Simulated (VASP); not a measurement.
Output of a VASP run:

OSZICAR:
```
       N       E                     dE             d eps       ncg     rms          rms(c)
DAV:   1     0.159375267231E+03    0.15938E+03   -0.10618E+04   448   0.162E+03
DAV:   2     0.431430430869E+01   -0.15506E+03   -0.15232E+03   460   0.349E+02
DAV:   3    -0.733212447648E+01   -0.11646E+02   -0.11609E+02   598   0.101E+02
DAV:   4    -0.766136549209E+01   -0.32924E+00   -0.32910E+00   536   0.205E+01
DAV:   5    -0.767287878228E+01   -0.11513E-01   -0.11513E-01   618   0.347E+00    0.295E+00
DAV:   6    -0.752471329343E+01    0.14817E+00   -0.36311E-01   584   0.463E+00    0.182E+00
DAV:   7    -0.752106932085E+01    0.36440E-02   -0.99493E-02   554   0.172E+00    0.911E-01
DAV:   8    -0.752328896722E+01   -0.22196E-02   -0.10929E-02   478   0.123E+00    0.132E-01
DAV:   9    -0.752317891754E+01    0.11005E-03   -0.14187E-03   644   0.412E-01    0.527E-02
DAV:  10    -0.752323634301E+01   -0.57425E-04   -0.15179E-04   466   0.908E-02    0.235E-02
DAV:  11    -0.752324531626E+01   -0.89733E-05   -0.27039E-05   524   0.428E-02    0.738E-03
DAV:  12    -0.752324565414E+01   -0.33788E-06   -0.18574E-06   534   0.166E-02
   1 F= -.75232457E+01 E0= -.75232457E+01  d E =-.140462E-12
```

### OUTCAR
```
------------------------ aborting loop because EDIFF is reached ----------------------------------------
  FORCE on cell =-STRESS in cart. coord.  units (eV):
  Direction    XX          YY          ZZ          XY          YZ          ZX
  --------------------------------------------------------------------------------------
  Total       -0.1599624     -0.1599624     -0.1599624     -0.0000000     -0.0000000      0.0000000
  in kB       -3.5833589     -3.5833589     -3.5833589     -0.0000000     -0.0000000      0.0000000
  external PRESSURE =      -3.5833589 kB  Pullay stress =       0.0000000 kB
  volume of cell :       71.52
      direct lattice vectors                 reciprocal lattice vectors
     0.000000000  3.294600000  3.294600000    -0.151763492  0.151763492  0.151763492
     3.294600000  0.000000000  3.294600000     0.151763492 -0.151763492  0.151763492
     3.294600000  3.294600000  0.000000000     0.151763492  0.151763492 -0.151763492
  FREE ENERGIE OF THE ION-ELECTRON SYSTEM (eV)
  ---------------------------------------------------
  free  energy   TOTEN  =        -7.5232456541 eV

  energy  without entropy=       -7.5232456541  energy(sigma->0) =       -7.52324565
```
(Selected blocks of OUTCAR.)

**POSCAR**
```
PbTe
1
    0.0000000000     3.2946000000     3.2946000000
    3.2946000000     0.0000000000     3.2946000000
    3.2946000000     3.2946000000     0.0000000000
Te Pb
1 1
Direct
  0.5000000000   0.5000000000   0.5000000000
  0.0000000000   0.0000000000   0.0000000000
```

**Question.** Write an INCAR and KPOINTS that could have produced this output.

**Answer.** Several could match; the one computed here: the input of the run itself, PBE GGA, plane waves, VASP's PBE PAW potentials (set 64).

**INCAR**
```
NELM = 100
LREAL = .False.   # projection in real space or not
PREC = Accurate
SYSTEM = PbTe
GGA = PE
SIGMA = 0.05   # width (eV)
ENCUT = 650   # plane-wave cut-off (eV)
EDIFF = 1E-6
LMAXMIX = 4   # l cut-off of mixed one-centre charges
LWAVE = .False.
ALGO = Normal   # blocked Davidson
LASPH = .True.
ISIF = 2   # forces and stress, cell fixed
LCHARG = .False.
ISMEAR = 0   # Gaussian
```

**KPOINTS**
```
Automatic mesh
0
Gamma
6 6 6
0 0 0
```

POTCAR, in this order: Te Pb_d (PBE.64 set). Program: vasp_std.

The compound is PbTe in the rock salt structure. The cell was not relaxed at this level. The run is one of a series of settings (ENCUT = 650 against the base run), some of them coarse on purpose.
